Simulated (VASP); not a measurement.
Input:

```
CELL_PARAMETERS angstrom
      0.00000     2.84158     2.72792
      2.72792     0.00000     2.72792
      2.72792     2.84158     0.00000
ATOMIC_POSITIONS crystal
  Li 0.25000 0.25000 0.25000
  Li 0.75000 0.75000 0.75000
  S  0.00000 0.00000 0.00000
```

These are r2SCAN meta-GGA, VASP's PBE PAW potentials (set 64) (plane waves; VASP) values and carry that method's errors. Numerical set-up: 600 eV cut-off, 6×6×6 Γ-centred mesh, Gaussian smearing of 0.050 eV, potentials Li_sv S.

Give the stress tensor in GPa (positive for a compressed cell).

```
4.95  0.00  0.00
0.00  1.96  0.00
0.00  0.00  4.95
```
The pressure is its mean diagonal, 3.95 GPa.

The compound is Li2S in the antifluorite structure. This cell was strained or had an atom moved on purpose.
